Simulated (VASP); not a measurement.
```
SnTe
1.0
    0.00000     3.22320     3.22320
    3.22320     0.00000     3.22320
    3.22320     3.22320     0.00000
Sn Te
1 1
Direct
  0.00000   0.00000   0.00000
  0.50000   0.50000   0.50000
```

The base run (VASP): PBE GGA, plane waves, VASP's PBE PAW potentials (set 64). Numerical set-up: 400 eV cut-off, 7×7×7 Γ-centred mesh, Gaussian smearing of 0.050 eV, potentials Sn_d Te.

One setting is varied; ΔE counts from the most expensive setting. The base run took about 8 core-seconds. Costs are core time on shared hosts, one run each; read them as rough ratios.

Pressures at a finite cut-off, here 400 eV, hold a Pulay part, which wasn't tested here.

```json
[
 {"setting": "KPOINTS 1×1×1 Γ-centred mesh", "cost over the base run": "about 1/3", "electronic steps": "14", "ΔE (meV/atom)": "2971.0", "pressure (GPa)": "27.77"},
 {"setting": "KPOINTS 2×2×2 Γ-centred mesh", "cost over the base run": "about 1/2", "electronic steps": "13", "ΔE (meV/atom)": "906.4", "pressure (GPa)": "4.69"},
 {"setting": "KPOINTS 3×3×3 Γ-centred mesh", "cost over the base run": "about 1/2", "electronic steps": "12", "ΔE (meV/atom)": "-43.7", "pressure (GPa)": "-0.86"},
 {"setting": "KPOINTS 4×4×4 Γ-centred mesh", "cost over the base run": "within a factor of 2", "electronic steps": "12", "ΔE (meV/atom)": "4.7", "pressure (GPa)": "-0.72"},
 {"setting": "base run", "cost over the base run": "reference", "electronic steps": "12", "ΔE (meV/atom)": "-1.3", "pressure (GPa)": "-0.78"},
 {"setting": "KPOINTS 9×9×9 Γ-centred mesh", "cost over the base run": "within a factor of 2", "electronic steps": "12", "ΔE (meV/atom)": "-0.4", "pressure (GPa)": "-0.74"},
 {"setting": "KPOINTS 10×10×10 Γ-centred mesh", "cost over the base run": "within a factor of 2", "electronic steps": "12", "ΔE (meV/atom)": "0.3", "pressure (GPa)": "-0.72"},
 {"setting": "KPOINTS 13×13×13 Γ-centred mesh", "cost over the base run": "about 3 times", "electronic steps": "12", "ΔE (meV/atom)": "0.0", "pressure (GPa)": "-0.73"}
]
```

Left out are runs that failed, have no time on record or changed the cell.

The compound is SnTe in the rock salt structure, which distorts at low temperature. The cell was not relaxed at this level.
